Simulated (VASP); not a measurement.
The system is BeCd2S3.

```
Be Cd S
1.0
     3.84000    0.00000    0.00000
    -1.92000    3.32554    0.00000
     0.00000    0.00000    9.41000
Be Cd S
1 2 3
Direct
  0.00000 0.00000 0.00000
  0.66667 0.33333 0.66670
  0.33333 0.66667 0.33330
  0.33333 0.66667 0.59330
  0.00000 0.00000 0.23500
  0.66667 0.33333 0.92670
```

The cell was built by a generator and needn't be a form met in nature.

| Quantity | Value |
| --- | --- |
| Program | VASP 6.6.1 |
| Task | relaxation of cell and atoms |
| Functional | PBE |
| Potentials or basis | VASP PAW PBE potentials, release 64 (Be, Cd, S) |
| Cutoff | 520 eV |
| k mesh | 4 × 4 × 2 |
| Occupations | gaussian, width 0.15 eV |
| Spin | no spin polarisation |

At the start: pressure 10.5 GPa; volume 20.03 Å³/atom.

Task: How do energy, volume and symmetry change on relaxing?

Result: Over 12 steps the energy falls by 153.3 meV/atom and the volume is 22.15 Å³/atom (+10.6 %); space group P3m1 (No. 156, to 0.05 Å).

The path:
```
step  energy change (eV)  largest force (eV/Å)  pressure (GPa)  volume (Å³)
   1              0.0000                1.8728           10.46       120.17
   2             -0.5870                0.8517           -3.82       144.33
   3             -0.6633                0.7701           -1.23       137.22
   4             -0.7727                0.6027           -0.84       135.93
   5             -0.8474                1.2167            0.78       132.24
   6             -0.8715                0.4663            0.15       133.67
   7             -0.8731                0.5144            0.07       133.41
   8             -0.9163                0.2068           -0.12       132.88
   9             -0.9163                0.1795            0.00       132.84
  10             -0.9164                0.2017            0.02       132.86
  11             -0.9164                0.2078            0.04       132.87
  12             -0.9200                0.0781           -0.10       132.90
```

Final structure:
```
Be Cd S
1.0
     3.95330    0.00000    0.00000
    -1.97665    3.42365    0.00000
     0.00000    0.00000    9.81956
Be Cd S
1 2 3
Direct
  0.00000 0.00000 0.00568
  0.66667 0.33333 0.68859
  0.33333 0.66667 0.32114
  0.33333 0.66667 0.57739
  0.00000 0.00000 0.21548
  0.66667 0.33333 0.94672
```

Caveat: the k mesh is coarse (spacing up to 0.47 Å⁻¹), so the values aren't converged.
